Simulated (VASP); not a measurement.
A convergence study with VASP on Li₂Se (antifluorite): one setting is varied, all else stays as given below, so the limit is that of these other settings.

```yaml
crystal:
  lattice:
    - [0.00000, 3.00000, 3.00000]
    - [3.00000, 0.00000, 3.00000]
    - [3.00000, 3.00000, 0.00000]
  atoms:
    - { symbol: Li, position: [0.25000, 0.25000, 0.25000] }
    - { symbol: Li, position: [0.75000, 0.75000, 0.75000] }
    - { symbol: Se, position: [0.00000, 0.00000, 0.00000] }
```

Computed with PBE GGA, VASP's PBE PAW potentials (set 64) (plane waves; VASP 6.6.1). The tightest run used: 700 eV cut-off, 11×11×11 Monkhorst-Pack mesh, Gaussian smearing of 0.050 eV, potentials Li_sv Se.

### Question
The settings run are 1×1×1 mesh; 2×2×2 mesh; 3×3×3 mesh; 4×4×4 mesh; 5×5×5 mesh; 6×6×6 mesh; 7×7×7 mesh; 8×8×8 mesh; 9×9×9 mesh; 10×10×10 mesh; 11×11×11 mesh. From which on does the energy per atom stay within 0.005 eV/atom of the tightest run?

### Answer
From 4×4×4 mesh on: it is off by 0.0000 there and by no more than 0.005 in any finer run, while 3×3×3 mesh is off by 0.0245.
```
setting        E (eV/atom)  pressure (GPa)  irreducible k-points  difference judged (eV/atom)
-------------  -----------  --------------  --------------------  ---------------------------
1×1×1 mesh         -0.9043           27.73                     1                       2.8062
2×2×2 mesh         -3.7065            0.07                     2                       0.0040
3×3×3 mesh         -3.6860            0.34                     4                       0.0245
4×4×4 mesh         -3.7105            0.01                    10                       0.0000
5×5×5 mesh         -3.7098            0.02                    10                       0.0007
6×6×6 mesh         -3.7105            0.01                    28                       0.0000
7×7×7 mesh         -3.7105            0.01                    20                       0.0000
8×8×8 mesh         -3.7105            0.01                    60                       0.0000
9×9×9 mesh         -3.7105            0.01                    35                       0.0000
10×10×10 mesh      -3.7105            0.01                   110                       0.0000
11×11×11 mesh      -3.7105            0.01                    56                       0.0000
```

Left out are rungs that failed or repeat a setting and relaxations that didn't move; long series are thinned to 24 rows.

The compound is Li2Se in the antifluorite structure. The cell was not relaxed at this level.
